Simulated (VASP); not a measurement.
MgH8Cl2O4, 15 atoms in the cell. The cell holds a amorphous, 15 atoms: a = 5.511 Å, b = 5.511 Å, c = 5.511 Å, α = 90.00°, β = 90.00°, γ = 90.00°. The cell was built by a generator and needn't be a form met in nature.

```yaml
Program: VASP 6.6.1
Task: single point
Functional: PBE
Dispersion: D3(BJ)
Potentials_or_basis: VASP PAW PBE potentials, release 64 (O, H, Mg, Cl)
Cutoff: 520 eV
k_mesh: 1 × 1 × 1
Occupations: fermi-dirac, width 0.02 eV
Spin: no spin polarisation
Dipole_correction: no
Further_INCAR_settings: LREAL = Auto; ALGO = Normal; EDIFF = 1e-07; NBANDS = 37
```

Potentials or basis: VASP PAW PBE potentials, release 64 (O, H, Mg, Cl).

Launch:

```console
$ cat potpaw_PBE.64/O/POTCAR potpaw_PBE.64/H/POTCAR potpaw_PBE.64/Mg/POTCAR potpaw_PBE.64/Cl/POTCAR > POTCAR
$ mpirun -np 1 vasp_gam > vasp.out
```

Hardware: 1 thread of Intel(R) Xeon(R) Platinum 8488C (Sapphire Rapids), on a shared host.

Task: How long does it take, and how much memory?

Result: Wall time 14 s on 1 thread of Intel(R) Xeon(R) Platinum 8488C (Sapphire Rapids), on a shared host, peak memory 0.24 GiB. Counts: scf iterations 16, k points 1.
